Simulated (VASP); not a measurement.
All values below come from LDA (Ceperley-Alder, Perdew-Zunger), VASP's LDA PAW potentials (set 64) (plane waves; VASP).

VASP ran on this input.

INCAR:
```
SYSTEM  =  KTaO3
LMAXMIX  =  6
LWAVE  =  .FALSE.
NELM  =  100
IBRION  =  8   # DFPT with symmetry
EDIFF  =  1E-8   # SCF stop (eV)
SIGMA  =  0.01   # width (eV)
PREC  =  Accurate
LREAL  =  .FALSE.   # projection in real space or not
LEPSILON  =  .TRUE.
LASPH  =  .TRUE.
ENCUT  =  520
ALGO  =  Normal
ISMEAR  =  0
NSW  =  1
LCHARG  =  .FALSE.
```

File POSCAR:
```
KTaO3
3.9605450
  0.9999999553   0.0000000000   0.0000000000
  0.0000000000   0.9999999553   0.0000000000
  0.0000000000   0.0000000000   0.9999999553
K Ta O
1 1 3
Cartesian
  0.0000000000   0.0000000000   0.0000000000
  0.4999999777   0.4999999777   0.4999999777
  0.4999999777   0.0000000000   0.4999999777
  0.0000000000   0.4999999777   0.4999999777
  0.4999999777   0.4999999777   0.0000000000
```

### KPOINTS
```
Automatic mesh
0
Gamma
6 6 6
0 0 0
```

POTCAR, in this order: K_sv Ta_pv O (LDA.64 set). Program: vasp_std.

The resulting files:

OSZICAR:
```
...
RMM:  13    -0.306893132903E+00    0.70657E-06    0.13102E-07  3700   0.431E-04    0.175E-04
RMM:  14    -0.306893129315E+00    0.35875E-08   -0.32486E-07  3765   0.280E-04    0.193E-04
RMM:  15    -0.306892348421E+00    0.78089E-06   -0.21485E-07  3648   0.244E-04    0.491E-05
RMM:  16    -0.306892359651E+00   -0.11230E-07   -0.19968E-08  3747   0.165E-04    0.626E-05
RMM:  17    -0.306892190338E+00    0.16931E-06   -0.89359E-08  3649   0.141E-04    0.383E-05
RMM:  18    -0.306892130477E+00    0.59861E-07   -0.37306E-08  3660   0.119E-04    0.317E-05
RMM:  19    -0.306892154304E+00   -0.23827E-07   -0.93257E-09  3337   0.107E-04    0.368E-05
RMM:  20    -0.306892116577E+00    0.37727E-07   -0.37212E-08  3422   0.984E-05    0.292E-05
RMM:  21    -0.306892057494E+00    0.59083E-07   -0.25825E-08  3621   0.938E-05    0.188E-05
RMM:  22    -0.306892041480E+00    0.16014E-07    0.49637E-09  3699   0.893E-05    0.156E-05
RMM:  23    -0.306891955395E+00    0.86085E-07   -0.13207E-08  3784   0.880E-05    0.305E-06
RMM:  24    -0.306891921108E+00    0.34287E-07    0.50322E-08  3844   0.852E-05    0.943E-06
RMM:  25    -0.306891953003E+00   -0.31895E-07   -0.13245E-08  3278   0.828E-05    0.348E-06
RMM:  26    -0.306891951944E+00    0.10594E-08    0.40509E-08  2932   0.813E-05    0.360E-06
 Linear response progress:
  Degree of freedom:   2/  4
       N       E                     dE             d eps       ncg     rms          rms(c)
RMM:   1    -0.190059310453E+00   -0.19006E+00    0.76833E+00  2273   0.169E+01
RMM:   2    -0.212019864641E+00   -0.21961E-01   -0.37652E-02  2836   0.126E+00    0.168E-01
RMM:   3    -0.210888695601E+00    0.11312E-02   -0.18013E-03  3063   0.214E-01    0.920E-02
RMM:   4    -0.209978268106E+00    0.91043E-03   -0.34946E-04  3386   0.977E-02    0.287E-02
RMM:   5    -0.209751878510E+00    0.22639E-03   -0.49415E-05  3569   0.289E-02    0.574E-03
RMM:   6    -0.209736586539E+00    0.15292E-04   -0.97876E-06  3658   0.987E-03    0.231E-03
RMM:   7    -0.209733549364E+00    0.30372E-05   -0.38133E-06  3578   0.459E-03    0.686E-04
RMM:   8    -0.209733942392E+00   -0.39303E-06    0.12185E-07  3818   0.231E-03    0.292E-04
RMM:   9    -0.209734841480E+00   -0.89909E-06   -0.25906E-07  3835   0.145E-03    0.856E-05
RMM:  10    -0.209735198063E+00   -0.35658E-06   -0.42996E-07  3788   0.963E-04    0.310E-05
RMM:  11    -0.209735305800E+00   -0.10774E-06   -0.30112E-07  4018   0.674E-04    0.244E-05
RMM:  12    -0.209735377641E+00   -0.71841E-07   -0.60942E-08  4120   0.477E-04    0.207E-05
RMM:  13    -0.209735441788E+00   -0.64147E-07   -0.15988E-07  3834   0.374E-04    0.720E-06
RMM:  14    -0.209735439312E+00    0.24758E-08   -0.16921E-07  4017   0.287E-04    0.102E-05
RMM:  15    -0.209735449840E+00   -0.10528E-07   -0.82286E-08  4069   0.233E-04    0.123E-05
RMM:  16    -0.209735445475E+00    0.43644E-08   -0.10824E-07  3822   0.196E-04    0.173E-05
RMM:  17    -0.209735481262E+00   -0.35787E-07   -0.11541E-07  3822   0.168E-04    0.130E-05
RMM:  18    -0.209735498172E+00   -0.16909E-07   -0.56254E-08  3835   0.149E-04    0.118E-05
RMM:  19    -0.209735487548E+00    0.10624E-07   -0.47783E-08  3770   0.135E-04    0.146E-05
RMM:  20    -0.209735503758E+00   -0.16210E-07   -0.66455E-08  3739   0.125E-04    0.121E-05
RMM:  21    -0.209735486744E+00    0.17014E-07   -0.43493E-08  3651   0.119E-04    0.159E-05
RMM:  22    -0.209735489852E+00   -0.31078E-08   -0.58602E-08  3284   0.113E-04    0.158E-05
 Linear response progress:
  Degree of freedom:   3/  4
       N       E                     dE             d eps       ncg     rms          rms(c)
RMM:   1    -0.365589907912E+00   -0.36559E+00    0.22643E-01  5499   0.285E+00
RMM:   2    -0.359860940523E+00    0.57290E-02   -0.16371E-02  4820   0.510E-01    0.122E-01
RMM:   3    -0.361201613905E+00   -0.13407E-02   -0.28436E-03  4743   0.178E-01    0.586E-02
RMM:   4    -0.362587639574E+00   -0.13860E-02   -0.64480E-04  4819   0.115E-01    0.155E-02
RMM:   5    -0.362695232611E+00   -0.10759E-03   -0.10561E-04  5654   0.352E-02    0.624E-03
RMM:   6    -0.362694988064E+00    0.24455E-06   -0.19196E-05  6016   0.125E-02    0.323E-03
RMM:   7    -0.362685247330E+00    0.97407E-05   -0.45480E-06  5609   0.658E-03    0.581E-04
RMM:   8    -0.362687505669E+00   -0.22583E-05   -0.29556E-06  6100   0.307E-03    0.398E-04
RMM:   9    -0.362687853564E+00   -0.34789E-06    0.13370E-06  6243   0.172E-03    0.148E-04
RMM:  10    -0.362688034484E+00   -0.18092E-06   -0.14424E-06  6308   0.109E-03    0.907E-05
RMM:  11    -0.362687845162E+00    0.18932E-06    0.23819E-07  6218   0.722E-04    0.735E-05
RMM:  12    -0.362687928676E+00   -0.83513E-07   -0.74317E-07  6351   0.503E-04    0.282E-05
RMM:  13    -0.362687848372E+00    0.80304E-07    0.28259E-07  6252   0.341E-04    0.351E-05
RMM:  14    -0.362687928471E+00   -0.80100E-07   -0.28513E-07  6177   0.256E-04    0.935E-06
RMM:  15    -0.362687912746E+00    0.15726E-07   -0.60893E-08  6146   0.194E-04    0.601E-06
RMM:  16    -0.362687938560E+00   -0.25814E-07   -0.58819E-08  5746   0.157E-04    0.138E-05
RMM:  17    -0.362687947747E+00   -0.91870E-08    0.68066E-08  5709   0.134E-04    0.690E-06
 Linear response progress:
  Degree of freedom:   4/  4
       N       E                     dE             d eps       ncg     rms          rms(c)
RMM:   1    -0.378494400503E+00   -0.37849E+00    0.29867E-01  3528   0.311E+00
RMM:   2    -0.369117968819E+00    0.93764E-02   -0.20597E-02  3048   0.591E-01    0.209E-01
RMM:   3    -0.370548980551E+00   -0.14310E-02   -0.47511E-03  2769   0.286E-01    0.113E-01
RMM:   4    -0.372246904699E+00   -0.16979E-02   -0.13489E-03  2901   0.167E-01    0.405E-02
RMM:   5    -0.372635440264E+00   -0.38854E-03   -0.13967E-04  3225   0.546E-02    0.648E-03
RMM:   6    -0.372637842330E+00   -0.24021E-05   -0.25082E-05  3479   0.146E-02    0.461E-03
RMM:   7    -0.372601887026E+00    0.35955E-04   -0.32075E-06  3093   0.849E-03    0.150E-03
RMM:   8    -0.372615749513E+00   -0.13862E-04   -0.58913E-06  3371   0.411E-03    0.246E-04
RMM:   9    -0.372617901608E+00   -0.21521E-05   -0.26660E-06  3826   0.182E-03    0.170E-04
RMM:  10    -0.372618376856E+00   -0.47525E-06   -0.30848E-06  3770   0.997E-04    0.700E-05
RMM:  11    -0.372617160802E+00    0.12161E-05    0.54044E-08  3693   0.663E-04    0.425E-05
RMM:  12    -0.372617382680E+00   -0.22188E-06   -0.19060E-06  4056   0.444E-04    0.255E-05
RMM:  13    -0.372617374345E+00    0.83353E-08   -0.63388E-07  3877   0.326E-04    0.154E-05
RMM:  14    -0.372617475538E+00   -0.10119E-06   -0.77996E-07  3898   0.267E-04    0.456E-06
RMM:  15    -0.372617510669E+00   -0.35131E-07   -0.54248E-07  3999   0.226E-04    0.749E-06
RMM:  16    -0.372617536357E+00   -0.25689E-07   -0.45645E-07  3829   0.204E-04    0.330E-06
RMM:  17    -0.372617546716E+00   -0.10359E-07   -0.19754E-08  3551   0.190E-04    0.378E-06
RMM:  18    -0.372617546943E+00   -0.22643E-09   -0.42771E-07  3467   0.182E-04    0.318E-06
RMM:  19    -0.372617556370E+00   -0.94276E-08   -0.22586E-07  3281   0.176E-04    0.312E-06
RMM:  20    -0.372617566139E+00   -0.97692E-08   -0.44241E-07  3458   0.172E-04    0.171E-06
RMM:  21    -0.372617567116E+00   -0.97706E-09   -0.14245E-07  3350   0.169E-04    0.213E-06
RMM:  22    -0.372617573191E+00   -0.60750E-08   -0.35823E-07  3383   0.167E-04    0.141E-06
RMM:  23    -0.372617578784E+00   -0.55925E-08   -0.14622E-07  3179   0.166E-04    0.123E-06
RMM:  24    -0.372617581834E+00   -0.30496E-08   -0.37661E-07  2973   0.165E-04    0.937E-07
RMM:  25    -0.372617584042E+00   -0.22080E-08    0.12154E-07  3048   0.165E-04    0.894E-07
RMM:  26    -0.372617589110E+00   -0.50682E-08   -0.41843E-07  3174   0.164E-04    0.633E-07
RMM:  27    -0.372617590493E+00   -0.13835E-08    0.58268E-08  2831   0.164E-04    0.602E-07
 Linear response finished
```

### OUTCAR
```
------------------------ aborting loop because EDIFF is reached ----------------------------------------

 HEAD OF MICROSCOPIC STATIC DIELECTRIC TENSOR (INDEPENDENT PARTICLE, excluding Hartree and local field effects)
 ------------------------------------------------------
           5.800611    -0.000000    -0.000000
           0.000000     5.800611     0.000000
           0.000000     0.000000     5.800611
 ------------------------------------------------------

 MACROSCOPIC STATIC DIELECTRIC TENSOR (including local field effects in DFT)
 ------------------------------------------------------
           5.609072     0.000000     0.000000
          -0.000000     5.609072     0.000000
          -0.000000    -0.000000     5.609072
 ------------------------------------------------------

 PIEZOELECTRIC TENSOR (including local field effects)  for field in x, y, z        (e  Angst)
          XX          YY          ZZ          XY          YZ          ZX
  --------------------------------------------------------------------------------
  x     0.00000     0.00000     0.00000     0.00000     0.00000     0.00000
  y     0.00000     0.00000     0.00000     0.00000     0.00000     0.00000
  z     0.00000     0.00000     0.00000     0.00000     0.00000     0.00000

 PIEZOELECTRIC TENSOR (including local field effects)  for field in x, y, z        (C/m^2)
          XX          YY          ZZ          XY          YZ          ZX
  --------------------------------------------------------------------------------
  x     0.00000     0.00000     0.00000     0.00000     0.00000     0.00000
  y     0.00000     0.00000     0.00000     0.00000     0.00000     0.00000
  z     0.00000     0.00000     0.00000     0.00000     0.00000     0.00000

 BORN EFFECTIVE CHARGES (including local field effects) (in |e|, cummulative output)
 ---------------------------------------------------------------------------------
 ion    1
    1     1.15742     0.00000    -0.00000
    2     0.00000     1.15742     0.00000
    3     0.00000     0.00000     1.15742
 ion    2
    1     8.85953     0.00000     0.00000
    2     0.00000     8.85953    -0.00000
    3     0.00000    -0.00000     8.85953
 ion    3
    1    -1.70726    -0.00000     0.00000
    2     0.00000    -6.60244    -0.00000
    3     0.00000     0.00000    -1.70726
 ion    4
    1    -6.60244     0.00000     0.00000
    2    -0.00000    -1.70726     0.00000
    3     0.00000     0.00000    -1.70726
 ion    5
    1    -1.70726    -0.00000     0.00000
    2     0.00000    -1.70726     0.00000
    3     0.00000     0.00000    -6.60244

   1 f  =   16.663554 THz   104.700196 2PiTHz  555.836323 cm-1    68.914890 meV
             X         Y         Z           dx          dy          dz
      0.000000  0.000000  0.000000    -0.012716    0.000038    0.000000
      1.980272  1.980272  1.980272    -0.041101    0.000123    0.000000
      1.980272  0.000000  1.980272    -0.353516   -0.002581   -0.000000
      0.000000  1.980272  1.980272     0.864982    0.001055    0.000000
      1.980272  1.980272  0.000000    -0.353516    0.001055   -0.000000

   2 f  =   16.663554 THz   104.700196 2PiTHz  555.836323 cm-1    68.914890 meV
             X         Y         Z           dx          dy          dz
      0.000000  0.000000  0.000000    -0.000000   -0.000000   -0.012716
      1.980272  1.980272  1.980272    -0.000000   -0.000000   -0.041101
      1.980272  0.000000  1.980272    -0.000000    0.000000   -0.353517
      0.000000  1.980272  1.980272     0.000000   -0.000000   -0.353517
      1.980272  1.980272  0.000000    -0.000000   -0.000000    0.864986

   3 f  =   16.663554 THz   104.700196 2PiTHz  555.836323 cm-1    68.914890 meV
             X         Y         Z           dx          dy          dz
      0.000000  0.000000  0.000000     0.000038    0.012716   -0.000000
      1.980272  1.980272  1.980272     0.000123    0.041101    0.000000
      1.980272  0.000000  1.980272     0.001055   -0.864982    0.000000
      0.000000  1.980272  1.980272    -0.002581    0.353516    0.000000
      1.980272  1.980272  0.000000     0.001055    0.353516    0.000000

   4 f  =    7.304028 THz    45.892559 2PiTHz  243.636136 cm-1    30.207017 meV
             X         Y         Z           dx          dy          dz
      0.000000  0.000000  0.000000    -0.000000   -0.000000   -0.000000
      1.980272  1.980272  1.980272     0.000000    0.000000    0.000000
      1.980272  0.000000  1.980272     0.017297    0.000000   -0.041640
      0.000000  1.980272  1.980272     0.000000   -0.705668    0.041640
      1.980272  1.980272  0.000000    -0.017297    0.705668    0.000000

   5 f  =    7.304028 THz    45.892559 2PiTHz  243.636136 cm-1    30.207017 meV
             X         Y         Z           dx          dy          dz
      0.000000  0.000000  0.000000    -0.000000    0.000000    0.000000
      1.980272  1.980272  1.980272    -0.000000   -0.000000   -0.000000
      1.980272  0.000000  1.980272     0.082519   -0.000000   -0.700934
      0.000000  1.980272  1.980272    -0.000000    0.043383    0.700934
      1.980272  1.980272  0.000000    -0.082519   -0.043383   -0.000000

   6 f  =    7.304028 THz    45.892559 2PiTHz  243.636136 cm-1    30.207017 meV
             X         Y         Z           dx          dy          dz
      0.000000  0.000000  0.000000    -0.000000    0.000000    0.000000
      1.980272  1.980272  1.980272     0.000000   -0.000000    0.000000
      1.980272  0.000000  1.980272     0.702062   -0.000000    0.083413
      0.000000  1.980272  1.980272    -0.000000    0.012286   -0.083413
      1.980272  1.980272  0.000000    -0.702062   -0.012286   -0.000000

   7 f  =    5.447898 THz    34.230150 2PiTHz  181.722300 cm-1    22.530684 meV
             X         Y         Z           dx          dy          dz
      0.000000  0.000000  0.000000     0.036702    0.076448    0.898952
      1.980272  1.980272  1.980272    -0.009451   -0.019685   -0.231479
      1.980272  0.000000  1.980272    -0.009022   -0.015172   -0.220970
      0.000000  1.980272  1.980272    -0.007284   -0.018792   -0.220970
      1.980272  1.980272  0.000000    -0.009022   -0.018792   -0.178403

   8 f  =    5.447898 THz    34.230150 2PiTHz  181.722300 cm-1    22.530684 meV
...
```
(Selected blocks of OUTCAR.)

OUTCAR:
```
 val. band max:        1.6717251500   @ k =   0.5000   0.5000   0.5000

 cond. band min:       3.7329713794   @ k =   0.0000   0.0000   0.0000


 Fermi energy:         1.8153409789

 k-point     1 :       0.0000    0.0000    0.0000
  band No.  band energies     occupation
      1     -32.1517      2.00000
      2     -32.1517      2.00000
      3     -32.1517      2.00000
      4     -25.1885      2.00000
      5     -15.6634      2.00000
      6     -14.9193      2.00000
      7     -14.9193      2.00000
      8      -8.9969      2.00000
      9      -8.9969      2.00000
     10      -8.9969      2.00000
     11      -0.7456      2.00000
     12      -0.7456      2.00000
     13      -0.7456      2.00000
     14       0.5592      2.00000
     15       0.5592      2.00000
     16       0.5592      2.00000
     17       1.0568      2.00000
     18       1.0568      2.00000
     19       1.0568      2.00000
     20       3.7330      0.00000
     21       3.7330      0.00000
     22       3.7330      0.00000
     23       8.2151      0.00000

 k-point     2 :       0.1667    0.0000    0.0000
  band No.  band energies     occupation
      1     -32.1772      2.00000
      2     -32.1506      2.00000
      3     -32.1506      2.00000
      4     -25.1796      2.00000
      5     -15.5943      2.00000
      6     -14.9121      2.00000
      7     -14.7498      2.00000
      8      -8.9859      2.00000
      9      -8.9859      2.00000
     10      -8.9524      2.00000
     11      -1.4306      2.00000
     12      -0.7905      2.00000
     13      -0.7905      2.00000
     14       0.1403      2.00000
     15       0.1403      2.00000
     16       0.3427      2.00000
     17       0.4231      2.00000
     18       0.9378      2.00000
     19       0.9378      2.00000
     20       3.7752      0.00000
     21       4.5795      0.00000
     22       4.5795      0.00000
     23       8.6825      0.00000

 k-point     3 :       0.3333    0.0000    0.0000
...
```

The dielectric response may not be converged in the k-mesh; for small gaps it tends to come out too large. Unless said otherwise, spin-orbit coupling is left out, though it shifts the bands of the heavy elements here.

The compound is KTaO3 in the cubic perovskite structure. It was relaxed first.
